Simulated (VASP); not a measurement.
Wanted: the native input for a VASP 6.6.1 run.

- Task: single point
- Functional: PBE
- Potentials or basis: VASP PAW PBE potentials, release 64 (Bi_d, C)
- Cutoff: 520 eV
- k mesh: 8 × 8 × 8
- Occupations: gaussian, width 0.1 eV
- Spin: no spin polarisation
- Dipole correction: no
- Further INCAR settings: ALGO = Normal; EDIFF = 1e-06; NBANDS = 40

The structure of Bi4C lies in POSCAR:

```
Bi4C
1.0
   -3.2786663711      3.2786663711      3.2786663711
    3.2786663711     -3.2786663711      3.2786663711
    3.2786663711      3.2786663711     -3.2786663711
Bi C
4 1
Direct
    0.0000000000      0.0000000000      0.5000000000
    0.5000000000      0.0000000000      0.0000000000
    0.5000000000      0.5000000000      0.5000000000
    0.0000000000      0.5000000000      0.0000000000
    0.0000000000      0.0000000000      0.0000000000
```

The cell was built by a generator and needn't be a form met in nature.

The cell isn't the ideal one: species swapped into the NiHg4 type (Im-3m, No. 229).

One way to write it, as run:

INCAR

```
ALGO = Normal ; EDIFF = 1E-6
ENCUT = 520 ; GGA = PE
ISIF = 2 ; ISMEAR = 0
LASPH = T ; LCHARG = F
LREAL = F ; LWAVE = F
NBANDS = 40 ; NELM = 100
PREC = Accurate ; SIGMA = 0.1
```

KPOINTS

```
k-points
0
Gamma
  8 8 8
```

Potentials or basis: VASP PAW PBE potentials, release 64 (Bi_d, C).

Command:

```bash
$ cat potpaw_PBE.64/Bi_d/POTCAR potpaw_PBE.64/C/POTCAR > POTCAR
$ mpirun -np 1 vasp_std > vasp.out
```

It gave:

```json
{
 "Pressure": "-0.1 GPa",
 "Band gap on the k mesh": "none (metal or under the smearing width)"
}
```

Caveat: spin-orbit coupling is left out, which moves the levels of the heavy elements.

Wall time 92 s on 1 thread of Intel(R) Xeon(R) 6975P-C (Granite Rapids), on a shared host, peak memory 0.32 GiB.
